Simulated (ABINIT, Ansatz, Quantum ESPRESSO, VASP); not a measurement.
**Code comparison for Hg (P1, 3 atoms in the cell)**

Self-consistent single point, at a second geometry (lattice scaled by 0.98). First geometry:

```
Hg
1.0
    5.46670     0.00000     0.00000
   -2.73335     4.73430     0.00000
    0.00000     0.00000     3.18522
Hg
3
Direct
  0.30303   0.65895   0.48289
  0.67809   0.34067   0.49745
  0.01889   0.00038   0.01966
```

Shared settings, as Ansatz (an electronic-structure program) writes them: kpoints.mp_grid.grid = 5 5 7; scf.occupations.method = fermi_dirac; scf.occupations.width = 0.0073 Ry. Potentials and cutoffs stand in the table.

```
code                                                                                        model  ΔF from the first geometry (meV/atom)  pressure (GPa)  largest force (eV/Å)   cutoff
----------------  -------------------------------------------------------------------------------  -------------------------------------  --------------  --------------------  -------
ABINIT            LDA (PW92), norm-conserving pseudopotentials (PseudoDojo nc-sr-04 LDA standard)                                  -40.1           -3.74                 0.347    30 Ha
Quantum ESPRESSO                              LDA (PZ), GBRV 1.5 ultrasoft (LDA) pseudopotentials                                  -38.9           -3.35                 0.361    40 Ry
VASP                                                 LDA (PZ), VASP's LDA PAW potentials (set 64)                                  -36.3           -3.77                 0.384   300 eV
Ansatz                                                        LDA (PW92), PAW files made with PBE                                  -39.2           -3.41                 0.351  default
```

For VASP (by 0.7 GPa) the energy change implies a higher mean pressure, against the two pressures, than for the other programs: a sign of finite-basis (Pulay) stress.

Size of the force on each atom (eV/Å): Sizes of forces hide their directions.

```json
[
 {"code": "ABINIT", "Hg1": "0.347", "Hg2": "0.295", "Hg3": "0.085"},
 {"code": "Quantum ESPRESSO", "Hg1": "0.361", "Hg2": "0.304", "Hg3": "0.091"},
 {"code": "VASP", "Hg1": "0.384", "Hg2": "0.324", "Hg3": "0.096"},
 {"code": "Ansatz", "Hg1": "0.351", "Hg2": "0.298", "Hg3": "0.087"}
]
```

On Ansatz's run: spin-orbit coupling is off.

The spread over the programs that give each value: ΔF from the first geometry within 3.8 meV/atom; pressure within 0.42 GPa; largest force within 0.037 eV/Å.

Ansatz's pressure is given at a fixed set of plane waves, as the other plane-wave codes print theirs; with its correction for the finite basis it is -3.37 GPa. The same LDA comes in different parametrisations, which differ slightly.

VASP's run is marked for a possible Pulay error in its stress at this cutoff; no cutoff test was made.

The starting cell comes from a database of computed structures (which also holds hypothetical and non-ambient phases and stackings), without a prior relaxation at this level. Its atoms were displaced at random from the sites of space group no. 191. For this run, on top of that: lattice scaled by 0.98.

Left out of this page: GPAW, CP2K, Elk and SIESTA (not drawn, or without a comparable value).

Keys are those of Ansatz 0.2.
